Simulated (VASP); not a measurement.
Consider the following.

```
CELL_PARAMETERS angstrom
      0.00000     2.75910     2.75910
      2.75910     0.00000     2.75910
      2.75910     2.75910     0.00000
ATOMIC_POSITIONS crystal
  Cu 0.00000 0.00000 0.00000
  Cl 0.25000 0.25000 0.25000
```

All values below come from PBE GGA + U (Dudarev), VASP's PBE PAW potentials (set 64) (plane waves; VASP 6.6.1). Numerical set-up: 400 eV cut-off, 8×8×8 Γ-centred mesh, Gaussian smearing of 0.050 eV, potentials Cu Cl, U − J: Cu 4.00 eV.

Problem. Estimate the energy per atom (σ→0), pressure, band gap (on the k-mesh) with the smallest direct gap where there is one.

Solution. 
| Quantity | Result |
|---|---|
| band gap (on the k-mesh) | 1.35 eV |
| smallest direct gap (on the k-mesh) | 1.35 eV |
| energy per atom (σ→0) | -2.665 eV/atom |
| pressure | -20.6 kbar |

Total energies compare only between runs with the same potentials, cut-off and functional.

The compound is CuCl in the zinc blende structure. The cell was not relaxed at this level. The run is one of a series of settings (LDAU = .TRUE., LDAUJ = 0 0, LDAUL = 2 -1, LDAUTYPE = 2, LDAUU = 4.0 0 against the base run), some of them coarse on purpose.
